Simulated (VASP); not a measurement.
OSZICAR of a VASP run on CsPbCl3 (cubic perovskite):

File OSZICAR:
```
       N       E                     dE             d eps       ncg     rms          rms(c)
DAV:   1     0.431969971070E+03    0.43197E+03   -0.19093E+04   520   0.152E+03
DAV:   2     0.452761849204E+02   -0.38669E+03   -0.37697E+03   646   0.346E+02
DAV:   3    -0.499623340077E+01   -0.50272E+02   -0.49641E+02   630   0.135E+02
DAV:   4    -0.727540660180E+01   -0.22792E+01   -0.22735E+01   702   0.355E+01
DAV:   5    -0.732393516168E+01   -0.48529E-01   -0.48479E-01   672   0.447E+00    0.472E+00
DAV:   6    -0.653579231748E+01    0.78814E+00   -0.17207E+00   696   0.142E+01    0.313E+00
DAV:   7    -0.651427668441E+01    0.21516E-01   -0.64532E-01   760   0.475E+00    0.173E+00
DAV:   8    -0.653830572444E+01   -0.24029E-01   -0.94844E-02   706   0.260E+00    0.284E-01
DAV:   9    -0.653837770384E+01   -0.71979E-04   -0.21697E-02   742   0.118E+00    0.138E-01
DAV:  10    -0.653983750115E+01   -0.14598E-02   -0.30888E-03   598   0.368E-01    0.557E-02
DAV:  11    -0.653996610133E+01   -0.12860E-03   -0.30048E-04   704   0.155E-01    0.177E-02
DAV:  12    -0.653998205041E+01   -0.15949E-04   -0.52196E-05   698   0.781E-02    0.615E-03
DAV:  13    -0.653998294472E+01   -0.89431E-06   -0.41188E-06   630   0.139E-02    0.320E-03
DAV:  14    -0.653998352040E+01   -0.57569E-06   -0.13860E-06   576   0.102E-02    0.110E-03
DAV:  15    -0.653998357412E+01   -0.53718E-07   -0.26316E-08   422   0.127E-03
   1 F= -.65399836E+01 E0= -.65399836E+01  d E =-.716088E-12
```

### Question
Which electronic solver shows in the log?

### Answer
It is blocked Davidson (ALGO = Normal, or the opening steps of other solvers). The INCAR had ALGO = Normal.

### Question
Can the final energy be trusted as converged?

### Answer
The calculation finished and met its thresholds. It stopped with EDIFF = 1E-7, NELM = 100 (vdW-DF-cx, plane waves, VASP's PBE PAW potentials (set 64)).

The compound is CsPbCl3 in the cubic perovskite structure, the ideal cubic form; the compound distorts at low or room temperature. This cell is one point of a volume scan, at 1.03 of the reference volume.
